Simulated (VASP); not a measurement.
Here is the system:

```yaml
crystal:
  lattice:
    - [4.10636, 0.00000, 0.00000]
    - [0.00000, 4.10636, 0.00000]
    - [0.00000, 0.00000, 4.10636]
  atoms:
    - { symbol: Sc, position: [0.00000, 0.00000, 0.00000] }
    - { symbol: Al, position: [0.00000, 0.50000, 0.50000] }
    - { symbol: Al, position: [0.50000, 0.00000, 0.50000] }
    - { symbol: Al, position: [0.50000, 0.50000, 0.00000] }
```

All values below come from PBE GGA, VASP's PBE PAW potentials (set 64) (plane waves; VASP). Numerical set-up: 480 eV cut-off, 8×8×8 Γ-centred mesh, first-order Methfessel-Paxton smearing of 0.10 eV, potentials Sc_sv Al.

Each relaxation starts from this cell; other phases were not tried.

### Question
The cell is relaxed at 5 GPa. What happens?

### Answer
The volume per atom goes from 17.31 to 16.43 Å³ (-5.1 %), and the cell becomes a = 4.036 Å, b = 4.036 Å, c = 4.036 Å, α = 90.00°, β = 90.00°, γ = 90.00°, space group Pm-3m.

### Question
The cell is relaxed at 10 GPa. What happens?

### Answer
The volume per atom goes from 17.31 to 15.75 Å³ (-9.0 %), and the cell becomes a = b = c = 3.9790 Å, α = β = γ = 90.00°, space group Pm-3m.

Failed runs are left out, and for metals the shear rows, which the mesh's noise covers.

The compound is Al3Sc in the L1_2 structure.
